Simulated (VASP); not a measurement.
Given:

```
Tl
1.0
   -3.05462     3.05462     1.61265
    3.05462    -3.05462     1.61265
    3.05462     3.05462    -1.61265
Tl
2
Cartesian
  0.00000   3.05462   0.80633
  0.00000   0.00000   0.00000
```

The numbers are results of PBEsol GGA with spin-orbit coupling, VASP's PBE PAW potentials (set 64) (plane waves; VASP), not measurements. Settings: 400 eV cut-off, 12×12×12 Γ-centred mesh, Gaussian smearing of 0.050 eV, potentials Tl_d.

Question: Predict the energy per atom (σ→0), band gap (over mesh and band path) with the smallest direct gap where there is one.

Answer: 
| Property | Result |
|---|---|
| band gap (over mesh and band path) | none (metal, semimetal or under 0.01 eV) |
| energy per atom (σ→0) | -2.828 eV/atom |

Only differences to runs with the same potentials and settings are physical.

The structure was generated: Tl was put into the beta-Sn type (I4_1/amd), which need not be its known phase. It was relaxed first.
